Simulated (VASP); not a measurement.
Calculation: PBE GGA, VASP's PBE PAW potentials (set 64) (plane waves; VASP).

A VASP calculation is set up with these files.

POSCAR:
```
Tm
1
    1.8054000000    -3.1270450000     0.0000000000
    1.8054000000     3.1270450000     0.0000000000
    0.0000000000     0.0000000000     5.6610000000
Tm
2
Direct
  0.3333330000   0.6666670000   0.2500000000
  0.6666670000   0.3333330000   0.7500000000
```

### KPOINTS
```
Automatic mesh
0
Monkhorst-Pack
2 2 1
0 0 0
```

**INCAR**
```
LWAVE  =  .FALSE.
ALGO  =  Normal
LREAL  =  .FALSE.   # projection in real space or not
LCHARG  =  .FALSE.
GGA  =  PE   # PBE
EDIFF  =  1E-6
NELM  =  100   # most electronic steps
ENCUT  =  400   # plane-wave cut-off (eV)
LASPH  =  .TRUE.   # aspherical one-centre terms
SYSTEM  =  Tm
LMAXMIX  =  6   # l cut-off of mixed one-centre charges
ISIF  =  2
SIGMA  =  0.1   # width (eV)
PREC  =  Accurate
ISMEAR  =  1
```

POTCAR, in this order: Tm_3 (PBE.64 set). Program: vasp_std.

The resulting files:

File OSZICAR:
```
       N       E                     dE             d eps       ncg     rms          rms(c)
DAV:   1     0.538819590779E+02    0.53882E+02   -0.76112E+03    52   0.108E+03
DAV:   2    -0.433226691573E+01   -0.58214E+02   -0.57781E+02    52   0.349E+02
DAV:   3    -0.846050256440E+01   -0.41282E+01   -0.38461E+01    96   0.535E+01
DAV:   4    -0.856019424651E+01   -0.99692E-01   -0.97575E-01    88   0.625E+00
DAV:   5    -0.856079931963E+01   -0.60507E-03   -0.60349E-03    70   0.444E-01    0.239E+01
DAV:   6    -0.856368111605E+01   -0.28818E-02   -0.35146E-02    75   0.209E+00    0.142E+01
DAV:   7    -0.857874780783E+01   -0.15067E-01   -0.73968E-02    78   0.283E+00    0.477E-01
DAV:   8    -0.857851477176E+01    0.23304E-03   -0.28439E-03    72   0.446E-01    0.222E-01
DAV:   9    -0.857846917574E+01    0.45596E-04   -0.71632E-04    78   0.259E-01    0.765E-02
DAV:  10    -0.857846560478E+01    0.35710E-05   -0.28926E-05    67   0.450E-02    0.124E-02
DAV:  11    -0.857846501383E+01    0.59095E-06   -0.45915E-06    62   0.243E-02
   1 F= -.85784650E+01 E0= -.85813273E+01  d E =0.858679E-02
```

### OUTCAR
```
------------------------ aborting loop because EDIFF is reached ----------------------------------------
  FORCE on cell =-STRESS in cart. coord.  units (eV):
  Direction    XX          YY          ZZ          XY          YZ          ZX
  --------------------------------------------------------------------------------------
  Total        1.3652955      1.3652959     -6.7498163     -0.0000000      0.0000000      0.0000000
  in kB       34.2220884     34.2220987   -169.1888807     -0.0000000      0.0000000      0.0000000
  external PRESSURE =     -33.5815645 kB  Pullay stress =       0.0000000 kB
  volume of cell :       63.92
      direct lattice vectors                 reciprocal lattice vectors
     1.805400000 -3.127045000  0.000000000     0.276946937 -0.159895364  0.000000000
     1.805400000  3.127045000  0.000000000     0.276946937  0.159895364  0.000000000
     0.000000000  0.000000000  5.661000000     0.000000000  0.000000000  0.176647235
 POSITION                                       TOTAL-FORCE (eV/Angst)
 -----------------------------------------------------------------------------------
      1.80540      1.04235      1.41525        -0.000000      0.000000      0.000000
      1.80540     -1.04235      4.24575         0.000000     -0.000000      0.000000
 -----------------------------------------------------------------------------------
    total drift:                               -0.000002      0.000070      0.000003
  FREE ENERGIE OF THE ION-ELECTRON SYSTEM (eV)
  ---------------------------------------------------
  free  energy   TOTEN  =        -8.5784650138 eV

  energy  without entropy=       -8.5870518028  energy(sigma->0) =       -8.58132728
```
(Selected blocks of OUTCAR.)

The 4f electrons are frozen in the core of the lanthanide potential, so 4f levels, which can set the real gap, and their magnetism are missing.

The compound is Tm in the hcp structure. The cell was not relaxed at this level. The k-mesh is coarse (spacing up to 1.11 per Å, 2π included), so the numbers may not be converged in it. The run is one of a series of settings (KPOINTS 2×2×1 Monkhorst-Pack mesh against the base run), some of them coarse on purpose.
